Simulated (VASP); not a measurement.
```xyz
3
Lattice="0.0000 2.3562 2.3562 2.3562 0.0000 2.3562 2.3562 2.3562 0.0000" Properties=species:S:1:pos:R:3 pbc="T T T"
Li     1.1781     1.1781     1.1781
Li     3.5343     3.5343     3.5343
O      0.0000     0.0000     0.0000
```
Cell charge +0.1.

Level of theory: PBE GGA, VASP's PBE PAW potentials (set 64) (plane waves; VASP). Run with NELECT = 11.9, 520 eV cut-off, 7×7×7 Γ-centred mesh, Gaussian smearing of 0.050 eV, potentials Li_sv O.

The cell is charged, with a uniform compensating background.

Task: Give the stress tensor in GPa (positive for a compressed cell).

Result: 
```
-6.98   0.00   0.00
 0.00  -6.98   0.00
 0.00   0.00  -6.98
```
The pressure is its mean diagonal, -6.98 GPa.

The compound is Li2O in the antifluorite structure. The cell was not relaxed at this level. The k-mesh is coarse (spacing up to 0.33 per Å, 2π included), so the numbers may not be converged in it. The run is one of a series of settings (NELECT = 11.9 against the base run), some of them coarse on purpose.
